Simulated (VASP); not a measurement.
Here is the system:

```
CELL_PARAMETERS angstrom
      2.79944     0.00000     0.00000
      0.00000     2.79944     0.00000
      0.00000     0.00000     5.80334
ATOMIC_POSITIONS crystal
  Ga 0.50000 0.50000 0.28432
  Ga 0.50000 0.50000 0.71568
  Cu 0.00000 0.00000 0.00000
```

Level of theory: LDA (Ceperley-Alder, Perdew-Zunger), VASP's LDA PAW potentials (set 64) (plane waves; VASP). Numerical set-up: 300 eV cut-off, 8×8×4 Γ-centred mesh, Gaussian smearing of 0.14 eV, potentials Ga_d Cu.

At this cut-off the stress carries a Pulay error, which pulls relaxed volumes low.

Task: Give the force on each atom (eV/Å).

Result: 
```tsv
atom	Fx	Fy	Fz
Ga1	0.000	0.000	-0.145
Ga2	0.000	0.000	0.145
Cu3	0.000	0.000	0.000
```

Task: Give the stress tensor in GPa (positive for a compressed cell).

Result: 
```
-5.09   0.00   0.00
 0.00  -5.09   0.00
 0.00   0.00  -6.25
```
The pressure is its mean diagonal, -5.48 GPa.

The structure comes from a computed database's Ga2Cu entry (P4/mmm); how it stands against other phases isn't given here. The cell was not relaxed at this level. The electron count is odd and the run is not spin-polarised, which forces a metal.
